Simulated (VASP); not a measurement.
Input of a VASP 6.6.1 run:

Contents of INCAR:

```
SYSTEM = In3Ga5P8
PREC = Accurate
ENCUT = 600
EDIFF = 1E-7
ISMEAR = 0
SIGMA = 0.03
LREAL = .FALSE.
LASPH = .TRUE.
NELM = 80
ALGO = Normal
ISIF = 3
LWAVE = .FALSE.
LCHARG = .FALSE.
GGA = PS
IBRION = 2
NSW = 90
EDIFFG = -0.005
KPAR = 4
```

File KPOINTS:

```
regular mesh
0
G
  6 6 4
  0 0 0
```

The input POSCAR:

```
In3Ga5P8                                
1.0
   -0.0000000000      5.6042876459     -5.6042876459
    5.6042876459      5.6042876459      0.0000000000
    5.6111353867     -0.0068477408     -5.6111353867
  Ga              In              P             
     5     3     8
Direct
     0.5001356957621169    0.0001356957621171    0.5002518755970441
     0.5001356957621169    0.4994767328787219    0.5002518755970441
     0.9994767328787220    0.0001356957621171    0.5002518755970441
     0.0001853575882742    0.5001853575882741    0.4994439272351778
     0.5001330639006677    0.0001330639006677    0.9996008082979969
     0.4984258870288977    0.5000516178715846    0.0014708772279332
     0.0000516178715847    0.9984258870288978    0.0014708772279332
     0.0000516178715847    0.5000516178715846    0.0014708772279332
     0.3698581370394236    0.3700594606506194    0.3900229416593377
     0.3750420990531067    0.8750420990531069    0.3748737028406798
     0.8700594606506193    0.3700594606506194    0.3900229416593377
     0.8700594606506193    0.8698581370394236    0.3900229416593377
     0.3857311886347016    0.3642024790431795    0.8643351436874174
     0.3857311886347016    0.8857311886347015    0.8643351436874174
     0.8807203176296836    0.3807203176296837    0.8578390471109488
     0.8642024790431796    0.8857311886347015    0.8643351436874174
```

Potentials or basis: VASP PAW PBE potentials, release 64 (Ga_d, In_d, P).

The run is started by

```bash
$ cat potpaw_PBE.64/Ga_d/POTCAR potpaw_PBE.64/In_d/POTCAR potpaw_PBE.64/P/POTCAR > POTCAR
$ mpirun -np 4 vasp_std > vasp.out
```

Question: Predict the space group after relaxing (to 0.05 Å).

Answer: R3m (No. 160).

Question: Predict the band gap on the k mesh.

Answer: 0.83 eV, direct.

Question: What does it give for the relaxed volume?

Answer: 22.04 Å³/atom.

Question: Predict the relaxed cell.

Answer: a = 7.923 Å, b = 7.923 Å, c = 7.937 Å, α = 60.06°, β = 60.06°, γ = 60.00°.

Final structure:
```
Ga In P
1.0
     0.00000    5.60265   -5.60265
     5.60265    5.60265    0.00000
     5.61206   -0.00941   -5.61206
Ga In P
5 3 8
Direct
  0.50011 0.00011 0.50027
  0.50011 0.49951 0.50027
  0.99951 0.00011 0.50027
  0.00017 0.50017 0.49949
  0.50011 0.00011 0.99968
  0.49849 0.50001 0.00148
  0.00001 0.99849 0.00148
  0.00001 0.50001 0.00148
  0.36989 0.37004 0.39003
  0.37505 0.87505 0.37484
  0.87004 0.37004 0.39003
  0.87004 0.86989 0.39003
  0.38573 0.36426 0.86428
  0.38573 0.88573 0.86428
  0.88073 0.38073 0.85780
  0.86426 0.88573 0.86428
```

Caveat: the PAW data sets were made with another functional, which shifts forces and pressure a little; spin-orbit coupling is left out, which moves the levels of the heavy elements. A k mesh can miss the band edges.
